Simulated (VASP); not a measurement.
Consider the following.

```xyz
2
Lattice="0.0000 3.1560 3.1560 3.1560 0.0000 3.1560 3.1560 3.1560 0.0000" Properties=species:S:1:pos:R:3 pbc="T T T"
Sn     0.0000     0.0000     0.0000
Te     3.1560     3.1560     3.1560
```

Method: vdW-DF-cx, VASP's PBE PAW potentials (set 64) (plane waves; VASP). Numerical set-up: 520 eV cut-off, Gaussian smearing of 0.050 eV, potentials Sn_d Te.

Unless said otherwise, spin-orbit coupling is left out, though it shifts the bands of the heavy elements here.

Task: Give the energies of bands 7 to 13 at the high-symmetry points, in eV from the valence-band maximum.

Result: 
```
band      Γ      X      U      L      W
----  -----  -----  -----  -----  -----
7     -4.75  -6.51  -7.43  -8.33  -7.39
8     -2.11  -5.53  -5.13  -1.77  -4.78
9     -2.11  -3.70  -3.21  -1.77  -4.78
10    -2.11  -3.70  -2.70   0.00  -0.81
11     3.31   2.21   3.01   0.08   0.83
12     3.31   4.88   3.07   0.37   4.62
13     3.31   4.88   4.20   0.37   4.62
```

The gap is direct, 0.08 eV, from the valence maximum at L to the conduction minimum at L.

The compound is SnTe in the rock salt structure, which distorts at low temperature. It was relaxed first.
